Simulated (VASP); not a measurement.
# ZnGaP (P-6m2) in VASP: further runs

Aim: see how the results for ZnGaP move with the level of theory and the settings. Levels: HSE(alpha, omega). Tasks: single point.

Program: VASP 6.6.1. These are calculated values, not measurements. Logs are shortened: lines on timing, memory, paths and dates and some standing lists are left out, and cuts for length are marked.

**1. The structure**

It takes space group P-6m2 (No. 187, hexagonal). Conventional cell: a = 4.016 Å, b = 4.016 Å, c = 4.404 Å, α = 90.00°, β = 90.00°, γ = 120.00°. Zn (site symmetry -6m2) has 3 P at 2.32 Å as nearest neighbours. Ga (site symmetry -6m2) has 6 Zn at 3.20 Å and 6 P at 3.20 Å as nearest neighbours. P (site symmetry -6m2) has 3 Zn at 2.32 Å as nearest neighbours.

The cell was built by a generator and needn't be a form met in nature.

**2. Single point, HSE(alpha, omega)**

File POSCAR:

```
ZnGaP
1.0
    4.0159400000      0.0000000000      0.0000000000
   -2.0079700000      3.4779100000      0.0000000000
    0.0000000000      0.0000000000      4.4042000000
Zn Ga P
1 1 1
Direct
    0.0000000000      0.0000000000      0.5000000000
    0.6666700000      0.3333300000      0.0000000000
    0.3333300000      0.6666700000      0.5000000000
```

File INCAR.step1:

```
ALGO     = Normal         # electronic algorithm
EDIFF    = 1E-5           # SCF threshold, eV
ENCUT    = 520            # plane-wave cutoff, eV
GGA      = PE             # functional
ISIF     = 2              # what is computed and relaxed
ISMEAR   = -1             # smearing method
LASPH    = T              # aspherical terms in the spheres
LCHARG   = F              # write CHGCAR
LREAL    = F              # projectors in reciprocal space
LWAVE    = T              # write WAVECAR
NELM     = 60             # most SCF steps
PREC     = Accurate       # precision mode
SIGMA    = 0.05           # smearing width, eV
```

File INCAR.step2:

```
AEXX     = 0.25           # exact-exchange fraction
ALGO     = Normal         # electronic algorithm
EDIFF    = 1E-6           # SCF threshold, eV
ENCUT    = 520            # plane-wave cutoff, eV
GGA      = PE             # functional
HFSCREEN = 0.15           # screening, 1/A
ISIF     = 2              # what is computed and relaxed
ISMEAR   = -1             # smearing method
ISTART   = 1            
LASPH    = T              # aspherical terms in the spheres
LCHARG   = F              # write CHGCAR
LHFCALC  = T              # exact exchange
LREAL    = F              # projectors in reciprocal space
LWAVE    = F              # write WAVECAR
NELM     = 60             # most SCF steps
PREC     = Accurate       # precision mode
PRECFOCK = Fast         
SIGMA    = 0.05           # smearing width, eV
```

File KPOINTS:

```
k-points
0
Gamma
  4 4 3
```

Potentials or basis: VASP PAW PBE potentials, release 64 (Zn, Ga_d, P).

On the command line:

```console
$ cat potpaw_PBE.64/Zn/POTCAR potpaw_PBE.64/Ga_d/POTCAR potpaw_PBE.64/P/POTCAR > POTCAR
$ cp INCAR.step1 INCAR
$ mpirun -np 1 vasp_std > vasp.out
$ cp INCAR.step2 INCAR
$ mpirun -np 1 vasp_std > vasp.out
```

OUTCAR:

```text
AEXX = 0.25
   EDIFF = 1E-6
   ENCUT = 520
   GGA = PE
   HFSCREEN = 0.15
   ISIF = 2
   ISMEAR = -1
   ISTART = 1
   LASPH = T
   LHFCALC = T
   LREAL = F
   NELM = 60
   PREC = Accurate
   PRECFOCK = Fast

 ion  position               nearest neighbor table
   1  0.000  0.000  0.500-   3 2.32   3 2.32   3 2.32
   2  0.667  0.333  0.000-
   3  0.333  0.667  0.500-   1 2.32   1 2.32   1 2.32

  LATTYP: Found a hexagonal cell.
 ALAT       =     4.0159400000
 C/A-ratio  =     1.0966797313

  Lattice vectors:

 A1 = (   4.0159400000,   0.0000000000,   0.0000000000)
 A2 = (  -2.0079700000,   3.4779100000,   0.0000000000)
 A3 = (   0.0000000000,   0.0000000000,   4.4042000000)

Analysis of symmetry for initial positions (statically):
=====================================================================
 Subroutine PRICEL returns:
 Original cell was already a primitive cell.

 Routine SETGRP: Setting up the symmetry group for a
 hexagonal supercell.

 Subroutine GETGRP returns: Found  4 space group operations
 (whereof  4 operations were pure point group operations)
 out of a pool of 24 trial point group operations.

The static configuration has the point symmetry C_2v.

Analysis of symmetry for dynamics (positions and initial velocities):
=====================================================================
 Subroutine PRICEL returns:
 Original cell was already a primitive cell.

 Routine SETGRP: Setting up the symmetry group for a
 hexagonal supercell.

 Subroutine GETGRP returns: Found  4 space group operations
 (whereof  4 operations were pure point group operations)
 out of a pool of 24 trial point group operations.

The dynamic configuration has the point symmetry C_2v.

 Subroutine INISYM returns: Found  4 space group operations
 (whereof  4 operations are pure point group operations),
 and found     1 'primitive' translations

----------------------------------------------------------------------------------------

                                     Primitive cell

  volume of cell :      61.5138

  direct lattice vectors                    reciprocal lattice vectors
     4.015940000  0.000000000  0.000000000     0.249007704  0.143764502  0.000000000
    -2.007970000  3.477910000  0.000000000     0.000000000  0.287529004  0.000000000
     0.000000000  0.000000000  4.404200000     0.000000000  0.000000000  0.227055992

  length of vectors
     4.015940000  4.015943412  4.404200000     0.287529249  0.287529004  0.227055992

  position of ions in fractional coordinates (direct lattice)
     0.000000000  0.000000000  0.500000000
     0.666670000  0.333330000  0.000000000
     0.333330000  0.666670000  0.500000000

  ion indices of the primitive-cell ions
   primitive index   ion index
                 1           1
                 2           2
                 3           3

----------------------------------------------------------------------------------------

 KPOINTS: k-points

Automatic generation of k-mesh.
 Grid dimensions read from file:
 generate k-points for:    4    4    3

 Generating k-lattice:

  Cartesian coordinates                     Fractional coordinates (reciprocal lattice)
     0.062251926  0.035941126  0.000000000     0.250000000  0.000000000  0.000000000
     0.000000000  0.071882251  0.000000000     0.000000000  0.250000000  0.000000000
     0.000000000  0.000000000  0.075685331     0.000000000  0.000000000  0.333333333

  Length of vectors
     0.071882312  0.071882251  0.075685331

  Shift w.r.t. Gamma in fractional coordinates (k-lattice)
     0.000000000  0.000000000  0.000000000

 Subroutine IBZKPT returns following result:
 ===========================================

 Found     14 irreducible k-points:

 Following reciprocal coordinates:
            Coordinates               Weight
  0.000000  0.000000  0.000000      1.000000
  0.250000  0.000000  0.000000      4.000000
 -0.250000  0.250000  0.000000      2.000000
  0.500000  0.000000  0.000000      2.000000
  0.500000  0.500000  0.000000      1.000000
  0.250000  0.250000  0.000000      2.000000
 -0.250000  0.500000  0.000000      4.000000
  0.000000  0.000000  0.333333      2.000000
  0.250000  0.000000  0.333333      8.000000
 -0.250000  0.250000  0.333333      4.000000
  0.500000  0.000000  0.333333      4.000000
  0.500000  0.500000  0.333333      2.000000
  0.250000  0.250000  0.333333      4.000000
 -0.250000  0.500000  0.333333      8.000000
   k-points           NKPTS =     14   k-points in BZ     NKDIM =     48   number of bands    NBANDS=     19
   number of dos      NEDOS =    301   number of ions     NIONS =      3
   total plane-waves  NPLWV =  32400
   dimension x,y,z NGX =    30 NGY =   30 NGZ =   36
   dimension x,y,z NGXF=    60 NGYF=   60 NGZF=   72
   ions per type =               1   1   1
   NGX,Y,Z   is equivalent  to a cutoff of  12.42, 12.42, 13.59 a.u.
   NGXF,Y,Z  is equivalent  to a cutoff of  24.84, 24.84, 27.18 a.u.
 SYSTEM =  unknown system
   PREC   = accura    normal or accurate (medium, high low for compatibility)
   ISTART =      1    job   : 0-new  1-cont  2-samecut
   ICHARG =      0    charge: 1-file 2-atom 10-const
   ISPIN  =      1    spin polarized calculation?
   LNONCOLLINEAR =      F non collinear calculations
   LSORBIT =      F    spin-orbit coupling
   LASPH  =      T    aspherical Exc in radial PAW
   ENCUT  =  520.0 eV  38.22 Ry    6.18 a.u.   7.47  7.47  8.19*2*pi/ulx,y,z
   NELM   =     60;   NELMIN=  2; NELMDL=  0     # of ELM steps
   EDIFF  = 0.1E-05   stopping-criterion for ELM
   LREAL  =      F    real-space projection
   EDIFFG = 0.1E-04   stopping-criterion for IOM
   NSW    =      0    number of steps for IOM
   IBRION =     -1    ionic relax: 0-MD 1-quasi-New 2-CG
   NFREE  =      0    steps in history (QN), initial steepest desc. (CG)
   ISIF   =      2    stress and relaxation
   ISYM   =      3    0-nonsym 1-usesym 2-fastsym
   POTIM  = 0.5000    time-step for ionic-motion
   TEBEG  =    0.0;   TEEND  =   0.0 temperature during run
   PSTRESS=    0.0 pullay stress
   NELECT =      30.0000    total number of electrons
   NUPDOWN=      -1.0000    fix difference up-down
   EMIN   =  10.00;   EMAX   =-10.00  energy-range for DOS
   EFERMI =   0.00;   METHOD = LEGACY
   ISMEAR =    -1;   SIGMA  =   0.05  broadening in eV -4-tet -1-fermi 0-gaus
   EFERMI_NEDOS =   21; number of points for ismear=-14 and -15
   IALGO  =     38    algorithm
   IMIX   =      1    mixing-type and parameters
     AMIX     =   0.40;   BMIX     =  1.00
     AMIX_MAG =   1.60;   BMIX_MAG =  1.00
  volume/ion in A,a.u.               =      20.50       138.37
  Fermi-wavevector in a.u.,A,eV,Ry     =   1.288619  2.435136 22.592989  1.660538
  Thomas-Fermi vector in A             =   2.420561
   LORBIT       =      0    0 simple, 1 ext, 2 COOP (PROOUT), +10 PAW based schemes
   GGA     = PE    functional components
   LHFCALC =     T    Hartree Fock is set to
   PRECFOCK=fast      Normal, Fast or Accurate (Low or Medium for compatibility)
   ENCUT4O =  -1.0   cutoff for four orbital integrals eV
   NKREDX  =     1    reduce k-point grid by
   NKREDY  =     1    reduce k-point grid by
   NKREDZ  =     1    reduce k-point grid by
   AEXX    =    0.2500 exact exchange contribution
   HFSCREEN=    0.1500 screening length (either q_TF or 0.3 A-1)
   HFSCREENC=   0.1500 screening length for correlation (either q_TF or 0.3 A-1)
   ENCUTFOCK=  -1.0 apply spherical cutoff to Coloumb kernel
   IVDW    =     0    specifies the selected vdW correction
   LEPSILON=     F    determine dielectric tensor
   LRPA    =     F    only Hartree local field effects (RPA)
 non-spin polarized calculation
  energy-cutoff  :      520.00
  volume of cell :       61.51
 maximum number of plane-waves:      1678
 NGX is ok and might be reduce to    30
  NGX = 16; NGY = 16; NGZ = 18

 number of electron      29.9999990 magnetization

 Free energy of the ion-electron system (eV)
  ---------------------------------------------------
  ext. energy  EPLUGINS =         0.00000000
  ---------------------------------------------------
  free energy    TOTEN  =       -10.88027905 eV

  energy without entropy =      -10.87631473  energy(sigma->0) =      -10.87829689

 E-fermi :   3.7986     XC(G=0):  -8.1662

 val. band max:        3.6986816523   @ k =   0.0000   0.0000   0.3333
 cond. band min:       3.9934377157   @ k =  -0.2500   0.5000   0.3333
 fundamental gap:      0.2947560634
 Fermi energy:         3.7986046287

 k-point     1 :       0.0000    0.0000    0.0000
  band No.  band energies     occupation
      1     -14.0496      2.00000
      2     -14.0495      2.00000
      3     -14.0495      2.00000
      4     -14.0419      2.00000
      5     -14.0419      2.00000
      6      -9.7760      2.00000
[... 11 lines left out ...]
     18       6.6974      0.00000
     19      10.1606      0.00000

 k-point     2 :       0.2500    0.0000    0.0000
  band No.  band energies     occupation
      1     -14.0527      2.00000
      2     -14.0479      2.00000
      3     -14.0436      2.00000
      4     -14.0434      2.00000
      5     -14.0407      2.00000
      6      -9.1780      2.00000
[... 11 lines left out ...]
     18       8.4773      0.00000
     19       8.5579      0.00000

 k-point     3 :      -0.2500    0.2500    0.0000
  band No.  band energies     occupation
      1     -14.0527      2.00000
      2     -14.0479      2.00000
      3     -14.0436      2.00000
      4     -14.0434      2.00000
      5     -14.0407      2.00000
      6      -9.1780      2.00000
[... 11 lines left out ...]
     18       8.4774      0.00000
     19       8.5578      0.00000

 k-point     4 :       0.5000    0.0000    0.0000
  band No.  band energies     occupation
      1     -14.0562      2.00000
      2     -14.0539      2.00000
      3     -14.0448      2.00000
      4     -14.0376      2.00000
      5     -14.0319      2.00000
      6      -8.3558      2.00000
[... 187 lines left out ...]
     18       7.1707      0.00000
     19      10.4801      0.00000

 k-point    13 :       0.2500    0.2500    0.3333
  band No.  band energies     occupation
      1     -14.0597      2.00000
      2     -14.0510      2.00000
      3     -14.0472      2.00000
      4     -14.0389      2.00000
      5     -14.0309      2.00000
      6      -8.1999      2.00000
[... 11 lines left out ...]
     18       8.5584      0.00000
     19       9.9140      0.00000

 k-point    14 :      -0.2500    0.5000    0.3333
  band No.  band energies     occupation
      1     -14.0597      2.00000
      2     -14.0510      2.00000
      3     -14.0472      2.00000
      4     -14.0389      2.00000
      5     -14.0309      2.00000
      6      -8.1998      2.00000
[... 11 lines left out ...]
     18       8.5584      0.00000
     19       9.9139      0.00000

------------------------ aborting loop because EDIFF is reached ----------------------------------------

  FORCE on cell =-STRESS in cart. coord.  units (eV):
  Direction    XX          YY          ZZ          XY          YZ          ZX
  --------------------------------------------------------------------------------------
  -------------------------------------------------------------------------------------
  Total        0.5400007      0.5335339      0.3562070     -0.0056015      0.0000000      0.0000000
  in kB       14.0647598     13.8963270      9.2777015     -0.1458945      0.0000000      0.0000000
  external PRESSURE =      12.4129294 kB  Pullay stress =       0.0000000 kB

 VOLUME and BASIS-vectors are now :
 -----------------------------------------------------------------------------
  energy-cutoff  :      520.00
  volume of cell :       61.51
      direct lattice vectors                 reciprocal lattice vectors
     4.015940000  0.000000000  0.000000000     0.249007704  0.143764502  0.000000000
    -2.007970000  3.477910000  0.000000000     0.000000000  0.287529004  0.000000000
     0.000000000  0.000000000  4.404200000     0.000000000  0.000000000  0.227055992

 POSITION                                       TOTAL-FORCE (eV/Angst)
 -----------------------------------------------------------------------------------
      0.00000      0.00000      2.20210        -0.000151      0.000087      0.000000
      2.00799      1.15929      0.00000        -0.000004      0.000003      0.000000
     -0.00002      2.31862      2.20210         0.000155     -0.000090      0.000000
 -----------------------------------------------------------------------------------
    total drift:                                0.000029      0.000029      0.000009

  FREE ENERGIE OF THE ION-ELECTRON SYSTEM (eV)
  ---------------------------------------------------
  free  energy   TOTEN  =       -10.8802790532 eV

  energy  without entropy=      -10.8763147257  energy(sigma->0) =      -10.87829689
```

It took 5.8 min on 1 thread of Intel Xeon Platinum 8488C (Sapphire Rapids), shared host; peak memory 0.3 GiB.

What came out:

```yaml
Free_energy: -10.8803 eV
Pressure: 1.2 GPa
Band_gap_on_the_k_mesh: 0.29 eV, indirect (least direct gap 2.33 eV)
```

Caveat: the k mesh is coarse (spacing up to 0.48 Å⁻¹), so the values aren't converged, least of all with exact exchange; the PAW data sets were made with another functional, which shifts forces and pressure a little; an odd mesh through Γ misses points on the zone boundary, where band edges often lie.

**3. Single point, HSE(alpha, omega)**

POSCAR is that of step 2.

INCAR.step1 is that of step 2.

INCAR.step2: that of step 2 with these lines changed.

```diff
@@ -5,3 +5,3 @@
 GGA      = PE             # functional
-HFSCREEN = 0.15           # screening, 1/A
+HFSCREEN = 0.2            # screening, 1/A
 ISIF     = 2              # what is computed and relaxed
```

KPOINTS is that of step 2.

Potentials or basis: VASP PAW PBE potentials, release 64 (Zn, Ga_d, P).

On the command line:

```console
$ cat potpaw_PBE.64/Zn/POTCAR potpaw_PBE.64/Ga_d/POTCAR potpaw_PBE.64/P/POTCAR > POTCAR
$ cp INCAR.step1 INCAR
$ mpirun -np 1 vasp_std > vasp.out
$ cp INCAR.step2 INCAR
$ mpirun -np 1 vasp_std > vasp.out
```

Run time: 5.7 min. Hardware: 1 thread of Intel Xeon Platinum 8488C (Sapphire Rapids), shared host; peak memory 0.3 GiB.

Results (log left out):

| Property | Result |
| --- | --- |
| Free energy | -10.6775 eV |
| Pressure | 1.2 GPa |
| Band gap on the k mesh | 0.20 eV, indirect (least direct gap 2.21 eV) |

Stress tensor (GPa, compression positive):
```
 1.39 -0.01  0.00
-0.01  1.37  0.00
 0.00  0.00  0.82
```

Levels at points of the mesh, in eV from the valence-band top:
| k point | band 12 | band 13 | band 14 | band 15 | band 16 | band 17 | band 18 | band 19 |
| --- | --- | --- | --- | --- | --- | --- | --- | --- |
| (0.00, 0.00, 0.00) | -4.57 | -3.46 | -1.04 | -1.04 | 2.69 | 2.89 | 2.89 | 6.33 |
| (0.50, 0.00, 0.00) | -7.82 | -3.15 | -2.89 | -1.12 | 1.51 | 1.82 | 3.11 | 5.32 |
| (0.50, 0.50, 0.00) | -7.82 | -3.15 | -2.89 | -1.12 | 1.51 | 1.82 | 3.11 | 5.32 |

Caveat: the k mesh is coarse (spacing up to 0.48 Å⁻¹), so the values aren't converged, least of all with exact exchange; the PAW data sets were made with another functional, which shifts forces and pressure a little; an odd mesh through Γ misses points on the zone boundary, where band edges often lie.
